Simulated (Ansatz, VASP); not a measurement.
**GaSb in two plane-wave programs**

One calculation is typed for both programs; each brings its own data sets. How far apart do they land? The cell is taken from a series of runs on this material, whose earlier steps may have relaxed, scaled, displaced or heated it; both programs get it as it stands.

Program: Ansatz 0.2.0. Level of theory: plane waves, with VASP 6.6.1 beside it; relaxation of cell and atoms at PBEsol. Results are calculated unless marked as measured.

## (1) Starting point

It takes space group F-43m (No. 216, cubic). The conventional cell has a = 6.096 Å, b = 6.096 Å, c = 6.096 Å, α = 90.00°, β = 90.00°, γ = 90.00°. Nearest to Sb lie 4 Ga at 2.64 Å. Nearest to Ga lie 4 Sb at 2.64 Å. Farther neighbours are not listed.

## (2) VASP: relaxation of cell and atoms, PBEsol

The relaxed volume is the usual yardstick between codes: in a stiff, nearly cubic crystal its relative difference is about their pressure difference at one cell divided by the bulk modulus.

Lines of VASP's logs that name or quote its potential files are left out, and so is its time.

File INCAR:

```
SYSTEM = GaSb
PREC = Accurate
ENCUT = 500
EDIFF = 1E-07
NELM = 120
ISMEAR = -1
SIGMA = 0.02
LREAL = .FALSE.
ALGO = Normal
GGA = PS
NBANDS = 15
LORBIT = 11
LWAVE = .FALSE.
LCHARG = .FALSE.
ISIF = 3
IBRION = 2
NSW = 80
EDIFFG = -0.005
LASPH = .TRUE.
GGA_COMPAT = .FALSE.
NELMIN = 4
```

File POSCAR:

```
GaSb
1.0
    0.0000000000      3.0480000000      3.0480000000
    3.0480000000      0.0000000000      3.0480000000
    3.0480000000      3.0480000000      0.0000000000
Sb Ga
1 1
Direct
    0.7500000000      0.7500000000      0.7500000000
    0.0000000000      1.0000000000      0.0000000000
```

File KPOINTS:

```
Automatic mesh
0
Gamma
8 8 8
0 0 0
```

The projector-augmented-wave data sets are Sb and Ga_d (PBE family, release 64).

Run with:

```console
$ mpirun -np 1 vasp_std
```

Numbers of over 12 decimals in the logs are rounded to 6 here.

The log of the run:

```text
[banner, memory and clock lines left out]
running    1 mpi-ranks, on    1 nodes
 distrk:  each k-point on    1 cores,    1 groups
 distr:  one band on    1 cores,    1 groups

 POSCAR found type information on POSCAR SbGa
 POSCAR found :  2 types and       2 ions
|                                                                             |
|               ----> ADVICE to this user running VASP <----                  |
|                                                                             |
|     You enforced a specific xc type in the INCAR file but a different       |
|     [... a line on the potential file left out ...]
|     I HOPE YOU KNOW WHAT YOU ARE DOING!                                     |
|                                                                             |

 LDA part: xc-table for (Slater+PW92), standard interpolation
 POSCAR, INCAR and KPOINTS ok, starting setup
 FFT: planning ... GRIDC
 FFT: planning ... GRID_SOFT
 FFT: planning ... GRID
 WAVECAR not read
 entering main loop
       N       E                     dE             d eps       ncg     rms          rms(c)
DAV:   1     0.783818432117E+02    0.78382E+02   -0.83734E+03   878   0.146E+03
DAV:   2    -0.243184654343E+01   -0.80814E+02   -0.77752E+02   989   0.292E+02
DAV:   3    -0.814561217328E+01   -0.57138E+01   -0.56973E+01  1073   0.659E+01
DAV:   4    -0.824735375809E+01   -0.10174E+00   -0.10173E+00  1046   0.983E+00
DAV:   5    -0.824983033522E+01   -0.24766E-02   -0.24765E-02  1175   0.136E+00    0.317E+00
DAV:   6    -0.817350132320E+01    0.76329E-01   -0.88907E-02  1152   0.530E+00    0.187E+00
DAV:   7    -0.814664025762E+01    0.26861E-01   -0.45826E-02  1073   0.201E+00    0.366E-01
DAV:   8    -0.814669229719E+01   -0.52040E-04   -0.50200E-03  1148   0.896E-01    0.103E-01
DAV:   9    -0.814698035580E+01   -0.28806E-03   -0.46723E-04   968   0.180E-01    0.401E-02
DAV:  10    -0.814697189496E+01    0.84608E-05   -0.20440E-05  1141   0.409E-02    0.113E-02
DAV:  11    -0.814698142874E+01   -0.95338E-05   -0.12785E-05   961   0.260E-02    0.486E-03
DAV:  12    -0.814698150407E+01   -0.75334E-07   -0.45296E-07  1136   0.679E-03
   1 F= -.81469815E+01 E0= -.81469238E+01  d E =-.814698E+01
 curvature:   0.00 expect dE= 0.000E+00 dE for cont linesearch  0.000E+00
 trial: gam= 0.00000 g(F)=  0.231E-46 g(S)=  0.192E-02 ort = 0.000E+00 (trialstep = 0.100E+01)
 search vector abs. value=  0.192E-02
 bond charge predicted
       N       E                     dE             d eps       ncg     rms          rms(c)
DAV:   1    -0.816921368536E+01   -0.22232E-01   -0.27916E-01  1087   0.883E+00    0.832E-01
DAV:   2    -0.815238526077E+01    0.16828E-01   -0.29846E-02  1080   0.317E+00    0.384E-01
DAV:   3    -0.814818523147E+01    0.42000E-02   -0.47548E-03  1101   0.112E+00    0.846E-02
DAV:   4    -0.814774490038E+01    0.44033E-03   -0.50650E-04  1052   0.306E-01    0.289E-02
DAV:   5    -0.814770549498E+01    0.39405E-04   -0.31712E-05  1095   0.673E-02    0.823E-03
DAV:   6    -0.814770424282E+01    0.12522E-05   -0.52884E-06  1094   0.384E-02    0.350E-03
DAV:   7    -0.814770442424E+01   -0.18143E-06   -0.49579E-07  1031   0.792E-03    0.152E-03
DAV:   8    -0.814770450108E+01   -0.76835E-07   -0.47708E-08   708   0.162E-03
   2 F= -.81477045E+01 E0= -.81476182E+01  d E =-.722997E-03
 trial-energy change:   -0.000723  1 .order   -0.000738   -0.001923    0.000447
 step:   0.8054(harm=  0.8114)  dis= 0.00000  next Energy=    -8.147748 (dE=-0.767E-03)
 bond charge predicted
       N       E                     dE             d eps       ncg     rms          rms(c)
DAV:   1    -0.814856519138E+01   -0.86077E-03   -0.10445E-02  1094   0.168E+00    0.163E-01
DAV:   2    -0.814792423653E+01    0.64095E-03   -0.11715E-03  1080   0.644E-01    0.744E-02
DAV:   3    -0.814776859614E+01    0.15564E-03   -0.16677E-04  1094   0.207E-01    0.173E-02
DAV:   4    -0.814775224012E+01    0.16356E-04   -0.18418E-05   989   0.560E-02    0.573E-03
DAV:   5    -0.814775095057E+01    0.12895E-05   -0.12330E-06  1004   0.134E-02    0.151E-03
DAV:   6    -0.814775093444E+01    0.16136E-07   -0.15151E-07   566   0.647E-03
   3 F= -.81477509E+01 E0= -.81476631E+01  d E =-.769430E-03
 curvature:  -0.41 expect dE=-0.201E-07 dE for cont linesearch -0.201E-07
 trial: gam= 0.00000 g(F)=  0.619E-46 g(S)=  0.497E-07 ort =-0.978E-05 (trialstep = 0.961E+00)
 search vector abs. value=  0.498E-07
 reached required accuracy - stopping structural energy minimisation
```

From OUTCAR (step 2):

```text
ion  position               nearest neighbor table
   1  0.750  0.750  0.750-   2 2.64   2 2.64   2 2.64   2 2.64
   2  0.000  0.000  0.000-   1 2.64   1 2.64   1 2.64   1 2.64

  LATTYP: Found a face centered cubic cell.
 ALAT       =     6.0960000000

 Subroutine GETGRP returns: Found 24 space group operations
 (whereof 24 operations were pure point group operations)

The static configuration has the point symmetry T_d .

 Found     29 irreducible k-points:

   k-points           NKPTS =     29   k-points in BZ     NKDIM =     29   number of bands    NBANDS=     15

   dimension x,y,z NGX =    32 NGY =   32 NGZ =   32
   dimension x,y,z NGXF=    64 NGYF=   64 NGZF=   64

   ENCUT  =  500.0 eV  36.75 Ry    6.06 a.u.   7.86  7.86  7.86*2*pi/ulx,y,z

   NELECT =      18.0000    total number of electrons

 k-points in reciprocal lattice and weights: Automatic mesh
   0.00000000  0.00000000  0.00000000       0.002
   0.12500000  0.00000000  0.00000000       0.016
   0.25000000  0.00000000  0.00000000       0.016
   0.37500000  0.00000000  0.00000000       0.016
   0.50000000  0.00000000  0.00000000       0.008
   0.12500000  0.12500000  0.00000000       0.012
   0.25000000  0.12500000  0.00000000       0.047
   0.37500000  0.12500000  0.00000000       0.047
   0.50000000  0.12500000  0.00000000       0.047
[...]
-0.37500000  0.50000000  0.12500000       0.023
  -0.25000000  0.50000000  0.25000000       0.012

 average (electrostatic) potential at core
       1 -87.4750       2 -65.5363

 E-fermi :   4.7678

 k-point     1 :       0.0000    0.0000    0.0000
  band No.  band energies     occupation
    ...
      6      -6.7672      2.00000
      7       4.7456      1.50317
      8       4.7458      1.49895
      9       4.7458      1.49895
     10       4.7458      1.49895
     11       7.5021      0.00000
     12       7.5021      0.00000
     13       7.5021      0.00000
     14      10.3735      0.00000
     15      13.3478      0.00000

 k-point     2 :       0.1250    0.0000    0.0000
  band No.  band energies     occupation
    ...
      5     -10.2052      2.00000
      6      -6.6065      2.00000
      7       2.7181      2.00000
      8       4.4903      2.00000
      9       4.4903      2.00000
     10       5.7479      0.00000
     11       7.8502      0.00000
     12       7.8502      0.00000
     13       8.1306      0.00000
     14      11.2304      0.00000
    ...

 k-point     3 :       0.2500    0.0000    0.0000
  band No.  band energies     occupation
    ...
      5     -10.2053      2.00000
      6      -6.1487      2.00000
      7       0.6940      2.00000
      8       4.0392      2.00000
      9       4.0392      2.00000
     10       5.5070      0.00000
     11       8.3648      0.00000
     12       8.3648      0.00000
     13       9.8881      0.00000
     14      11.7959      0.00000
    ...

  Total       -0.0008286     -0.0008286     -0.0008286      0.0000000      0.0000000      0.0000000
  in kB       -0.0232198     -0.0232198     -0.0232198      0.0000000      0.0000000      0.0000000
  external PRESSURE =      -0.0232198 kB  Pullay stress =       0.0000000 kB

  energy-cutoff  :      500.00
  volume of cell :       57.17
      direct lattice vectors                 reciprocal lattice vectors
    -0.000000000  3.057653450  3.057653450    -0.163524091  0.163524091  0.163524091
     3.057653450 -0.000000000  3.057653450     0.163524091 -0.163524091  0.163524091
     3.057653450  3.057653450  0.000000000     0.163524091  0.163524091 -0.163524091

 POSITION                                       TOTAL-FORCE (eV/Angst)
 -----------------------------------------------------------------------------------
      4.58648      4.58648      4.58648         0.000000      0.000000      0.000000
      0.00000      0.00000      0.00000        -0.000000     -0.000000     -0.000000
 -----------------------------------------------------------------------------------
    total drift:                               -0.000000     -0.000000     -0.000000

  FREE ENERGIE OF THE ION-ELECTRON SYSTEM (eV)
  ---------------------------------------------------
  free  energy   TOTEN  =        -8.1477509344 eV

  energy  without entropy=       -8.1475751872  energy(sigma->0) =       -8.14766306

 reached required accuracy - stopping structural energy minimisation

 total charge
# of ion       s       p       d       tot
------------------------------------------
    1        1.131   1.337   0.027   2.495
    2        0.909   0.766   9.963  11.639
--------------------------------------------------
tot          2.040   2.103   9.990  14.134

[... 3 further parts left out ...]
```

CONTCAR:

```
GaSb
   1.00000000000000
    -0.0000000000000000    3.0576534498958656    3.0576534498958656
     3.0576534498958656   -0.0000000000000000    3.0576534498958656
     3.0576534498958656    3.0576534498958656    0.0000000000000000
  Sb              Ga
     1     1
Direct
     0.7500000000000000    0.7500000000000000    0.7500000000000000
     0.0000000000000000    0.0000000000000000    0.0000000000000000
```

The k-mesh is coarse for a metal. The run keeps the 24 symmetry operations of its start, so it cannot find a distortion of lower symmetry.

## (3) Ansatz: relaxation of cell and atoms, PBEsol

Ansatz runs on its PAW soft_1 files.

The same cell, functional, mesh and smearing now go to Ansatz.

File input.yaml:

```yaml
crystal:
  lattice:
    - [0.0, 3.048, 3.048]
    - [3.048, 0.0, 3.048]
    - [3.048, 3.048, 0.0]
  atoms:
    - { symbol: Sb, position: [0.75, 0.75, 0.75] }
    - { symbol: Ga, position: [0.0, 0.0, 0.0] }
kpoints:
  mp_grid: { grid: [8, 8, 8] }
scf:
  occupations: { method: fermi_dirac, width: 0.02 }
hamiltonian:
  xc: pbesol
  pseudopotentials: { kind: paw, azcp: { folder: soft_1 }, xc_functional: pbe }
basis:
  ecutwfc: 600
output:
  forces: true
  stress: true
  write_density: true
  write_potential: true
  elf: true
  volumetric_format: npy
relax:
  f_tol: 0.005
  max_steps: 70
  cell: { stress_tol: 0.02, p_target: 0 }
```

Run with:

```console
$ ansatz run input.yaml --threads 8 --pin off --max-ram 18432MiB --backend cpu --events-out ev --progress --plain --runs-dir out
```

The log of the run:

```text
Engine: ansatz 0.2.0, aarch64-unknown-linux-gnu
Pseudopotentials: kind: paw
Pseudopotential: Sb, paw, valence charge 15, recommended cutoff 420 eV (normal), soft_1/Sb.paw.azcp
Pseudopotential: Ga, paw, valence charge 13, recommended cutoff 420 eV (normal), soft_1/Ga.paw.azcp
Functional definition: PBEsol
  exchange = pbesol_x
  correlation = pbesol_c
Crystal: 2 atoms, lattice volume = 56.634 Å³
Basis set: ecut = 600 eV, 1917 PW (Γ), exchange–correlation on 72×72×72 points (8 copies of the dense FFT grid, shifted against one another)
Bands: 18, of which v1, the nominal top of the filled ones, is band 14 counted from 1 (13 counted from 0)
Symmetry: 24 space group operations
Space group: F-43m (ITA 216), of the structure as read, at distance tolerance 3.8e-5 Å
k-points: 29 of 512 (time reversal used)
Non-local potential: Sb, projectors of the file, l = 0: 2, l = 1: 2, l = 2: 2, l = 3: 1
Non-local potential: Ga, projectors of the file, l = 0: 2, l = 1: 2, l = 2: 3, l = 3: 1
PAW form: soft (Blöchl's): semilocal exchange-correlation on the pseudo side does not see the compensation charge
PAW frozen core: Sb, regenerated for the run's functional, and the local potential with it (the file was generated under x = pbe(κ = 0.804, μ = 0.219515), c = pbe(β = 0.066725))
PAW frozen core: Ga, regenerated for the run's functional, and the local potential with it (the file was generated under x = pbe(κ = 0.804, μ = 0.219515), c = pbe(β = 0.066725))
PAW one-centre angular grid: Sb, 590 points (default); XC on 64 Gauss nodes
PAW one-centre angular grid: Ga, 590 points (default); XC on 64 Gauss nodes
Initial density: superposition of atomic densities (chi_scale 0.1, normalization cell, long waves kept (reshape's long-wave potential 0.00 eV rms))
Initial wavefunctions: pseudopotential atomic-orbital guess
Functional: x = pbesol(κ = 0.804, μ = 0.123457), c = pbesol(β = 0.046)
SCF iter   1: F=—  HF=-10151.695280 eV  |F-HF|=—  |Δ(HF+E_count)|=         —  Δρ=3.20e-2  dr2=4.14e-1  ethr=3.10e-3  ⟨swp⟩=6.1  Hψ=2934  notcnv=0
preconditioner: auto → none  [insulator: Δε(μ)=0.378 eV  Ē_g=14.763 eV  σ=0.020 eV  W_gap=0.74  n_scr=14 (ndim 8)  ℏωp=20.9 eV  f_vac=0.006  D(μ)=0.15/eV (n_scr^D=0)  ε∞_Penn≈3.0]
SCF iter   2: F=—  HF=-10151.618045 eV  |F-HF|=—  |Δ(HF+E_count)|=   7.72e-2  Δρ=1.47e-2  dr2=7.10e-2  ethr=1.48e-3  ⟨swp⟩=2.0  Hψ=871  notcnv=0
SCF iter   3: F=—  HF=-10151.616243 eV  |F-HF|=—  |Δ(HF+E_count)|=   1.80e-3  Δρ=4.71e-3  dr2=1.24e-2  ethr=2.54e-4  ⟨swp⟩=2.1  Hψ=906  notcnv=0
SCF iter   4: F=—  HF=-10151.610823 eV  |F-HF|=—  |Δ(HF+E_count)|=   5.42e-3  Δρ=8.54e-4  dr2=2.37e-4  ethr=4.41e-5  ⟨swp⟩=3.0  Hψ=1011  notcnv=0
SCF iter   5: F=—  HF=-10151.610770 eV  |F-HF|=—  |Δ(HF+E_count)|=   5.35e-5  Δρ=3.78e-4  dr2=2.83e-5  ethr=8.48e-7  ⟨swp⟩=2.0  Hψ=793  notcnv=0
SCF iter   6: F=—  HF=-10151.610772 eV  |F-HF|=—  |Δ(HF+E_count)|=   1.62e-6  Δρ=3.83e-5  dr2=7.58e-7  ethr=1.01e-7  ⟨swp⟩=2.0  Hψ=904  notcnv=0
SCF iter   7: F=-10151.610771 eV  HF=-10151.610771 eV  |F-HF|=2.19e-8  |Δ(HF+E_count)|=   4.29e-7  Δρ=7.10e-6  dr2=2.41e-8  ethr=3.57e-10  ⟨swp⟩=9.1  Hψ=4121  notcnv=0
SCF 1 converged in 7 iterations: F = -10151.610771 eV  dr2 = 2.41e-8
  greatest PAW one-centre occupation: 0.996 electrons in one spin orbital (limit 2), on the Sb atom at site 0 (counted from 0), in its partial waves of l = 2
relax step   1: F+E_penalty+E_count = -10151.61077120 eV  Δ(F+E_penalty+E_count) = +0.000e0 eV  max|allowed force component| = 9.230e-17 eV/Å  Δτ_max = 0.0000 Å  P = +0.386 GPa  Ω = 56.634 Å³  (7 SCF iters, dr2 threshold 1.00e-7 eV, accepted)
[...]
relax step   2: F+E_penalty+E_count = -10151.61127576 eV  Δ(F+E_penalty+E_count) = -5.046e-4 eV  max|allowed force component| = 3.498e-17 eV/Å  Δτ_max = 0.0000 Å  P = -0.081 GPa  Ω = 57.179 Å³  energy of the carried Pulay correction = -5.932e-6 eV  (4 SCF iters, dr2 threshold 2.00e-7 eV, accepted)
[...]
relax step   3: F+E_penalty+E_count = -10151.61130109 eV  Δ(F+E_penalty+E_count) = -2.534e-5 eV  max|allowed force component| = 6.975e-18 eV/Å  Δτ_max = 0.0000 Å  P = -0.000 GPa  Ω = 57.083 Å³  energy of the carried Pulay correction = -4.895e-6 eV  (4 SCF iters, dr2 threshold 1.65e-8 eV, accepted)
[...]
relax step   4: F+E_penalty+E_count = -10151.61130578 eV  Δ(F+E_penalty+E_count) = -4.685e-6 eV  max|allowed force component| = 2.562e-17 eV/Å  Δτ_max = 0.0000 Å  P = -0.000 GPa  Ω = 57.083 Å³  stress off target by 3.53e-4 GPa  SCF on the basis re-selected at this cell (its energy is not comparable with the rows above)  (6 SCF iters)
basis re-selected at this cell: Δ(F+E_penalty+E_count) = -4.685e-6 eV, ΔP = -0.000 GPa vs the last step (what re-selecting the basis moved, of the pressure what is left beyond the Pulay correction that the steps carried, after the strain that the cell walked since its last selection, with what the two solves' SCF thresholds leave and, on support functions, any second-order correction that the steps lacked; it is no m [...]
SCF converged after 6 iterations
Free energy (F): -10151.611306 eV
Harris-Foulkes:  -10151.611306 eV  (|F-HF|=0.00e0)
Internal energy: -10151.611130 eV  (E = F + TS)
E sigma→0 (E₀):  -10151.611218 eV
Entropy (-TS):   -0.000176 eV (-0.088 meV/atom)
Fermi energy:    7.739118 eV
--- Per-component energies (eV) ---
  E_band       = -260.455061
  E_kinetic    = 275.696621
  E_local      = -3377.917164  (includes V_loc(G=0)·N_el)
  E_nonlocal   = 299.975328
  E_hartree    = 1727.200701
  E_xc         = -160.349790
  E_vxc        = -146.040210  (∫ρ·V_xc dr)
  E_paw        = -6421.082545  (= ΣΔE_a)
  E_vpaw       = -766.571036  (= ΣTr[D̂ρ^β])
  E_aug_tail   = 0.000003  (compensation charges beyond the density's cutoff)
  E_ewald      = -2496.329120
  E_core_change = 1.194834  (= ΣΔE_core)
  E_smearing   = -0.000176  (= −TS)
  E_closure    = -0.000000  (closes the sum)
  Σ components = -10151.611306   (vs F -10151.611306, Δ=0.00e0)
--- Forces (eV/Å), atoms counted from 1 ---
  atom   1  Sb     0.00000000    -0.00000000    -0.00000000
  atom   2  Ga    -0.00000000    -0.00000000    -0.00000000
  max |Σ_I F_I| component: 4.28e-17 eV/Å
--- Stress (GPa, compression-positive) ---
       -0.000353      -0.000000       0.000000
       -0.000000      -0.000353       0.000000
        0.000000       0.000000      -0.000353
  P = ⅓ Tr σ = -0.0004 GPa (-0.004 kbar)
--- Band table (eV; the first three rows and the last of 29) ---
  k-point 0: bands = [... 10 lower, -3.8070, 7.7163, 7.7163, 7.7163, 7.7196, 10.4846, 10.4846, 10.4846]
  k-point 1: bands = [... 10 lower, -3.6461, 5.6908, 7.4615, 7.4615, 8.7237, 10.8331, 10.8331, 11.1113]
  k-point 2: bands = [... 10 lower, -3.1881, 3.6684, 7.0112, 7.0112, 8.4843, 11.3495, 11.3495, 12.8707]
  k-point 28: bands = [... 10 lower, -1.3028, 1.0299, 4.3334, 4.5550, 11.3910, 11.9700, 12.0976, 12.4247]
--- Relaxed structure (3 steps of the walk, 3 accepted, 1 SCFs on fresh bases) ---
  F+E_penalty+E_count = -10151.61130578 eV   max|allowed force component| = 2.562e-17 eV/Å   (the final SCF, on the basis selected at the relaxed cell)
  cell:  # Å, volume = 57.0834 Å³
    - [0, 3.056047, 3.056047]
    - [3.056047, 0, 3.056047]
    - [3.056047, 3.056047, 0]
  atoms:
    - { symbol: Sb, position: [0.75, 0.75, 0.75] }
    - { symbol: Ga, position: [0, 0, 0] }
```

In the SCF lines HF is the Harris–Foulkes energy and dr2 the Hartree energy of the density residual, in eV; the loop may stop once dr2 is under the threshold and the program's other checks hold. Hψ counts applications of the Hamiltonian.

## (4) Differences

Known differences besides the potentials themselves: the data sets hold 28 valence electrons in Ansatz (on its PAW soft_1 files) and 18 in VASP; the cutoff is 600 eV in Ansatz and 500 eV in VASP; Ansatz makes its cores anew for this functional, VASP keeps those of its PBE data sets; Ansatz adds a Pulay correction to the stress that steers its cell, VASP none. Total energies have different zeros and are not compared.

Both answers:

```csv
quantity,Ansatz,VASP,difference
volume (Å³),57.08,57.17,-0.16 %
"edge a after relaxation, in the typed setting (Å)",4.322,4.324,-0.05 %
```

## (5) Results

```yaml
difference_in_volume_relaxation_of_cell_and_atoms_pbesol: -0.16 %
```

In words: The difference in volume is -0.16 % (relaxation of cell and atoms, PBEsol), within the 1.2 % picked in this series as the mark of a large difference, as far as the stopping tolerances let one tell. The data sets hold unlike numbers of valence electrons (28 in Ansatz and 18 in VASP), so part of the differences comes from the potentials. Such differences can come from data sets, numerical settings and the points named under the comparisons, not from the functional's error against experiment.

[Lines on the potential files, build, host, timing and source positions are cut from VASP's logs without a mark.]

[Logs are printed without paths, hosts, clocks, repeated set-up lines and the standing remarks that a program may print on its own settings, such as how far it seeks lower states.]

[Hosts, paths, dates, database ids (printed as entryN), source tags and the programs' standing remarks are cut or masked in the printed files.]
